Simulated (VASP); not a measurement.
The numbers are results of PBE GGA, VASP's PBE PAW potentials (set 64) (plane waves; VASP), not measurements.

Input for VASP

INCAR:
```
! general
SYSTEM  = HgTe
PREC    = Accurate
ENCUT   = 400
LREAL   = F
LASPH   = T

! electronic loop
EDIFF   = 1E-6
NELM    = 100
ALGO    = Normal
LMAXMIX = 6

! smearing
ISMEAR  = 0
SIGMA   = 0.05

! functional
GGA     = PE

! ions
ISIF    = 2

! output
LWAVE   = F
LCHARG  = F
```

POSCAR:
```
HgTe
1
    0.0000000000     3.2946000000     3.2946000000
    3.2946000000     0.0000000000     3.2946000000
    3.2946000000     3.2946000000     0.0000000000
Hg Te
1 1
Direct
  0.0000000000   0.0000000000   0.0000000000
  0.2500000000   0.2500000000   0.2500000000
```

KPOINTS:
```
Automatic mesh
0
Gamma
6 6 6
0 0 0
```

POTCAR, in this order: Hg Te (PBE.64 set). Program: vasp_std.

Question: What will the output report for the number of irreducible k-points (NKPTS), number of bands (NBANDS), largest plane-wave count, number of space-group operations, FFT grid (NGX, NGY, NGZ)?

Answer: 
The number of irreducible k-points (NKPTS) comes out as 16 and the number of bands (NBANDS) comes out as 13. The largest plane-wave count is 1315. The number of space-group operations is 24 and the FFT grid (NGX, NGY, NGZ) is 30 × 30 × 30.

The compound is HgTe in the zinc blende structure. The cell was not relaxed at this level.
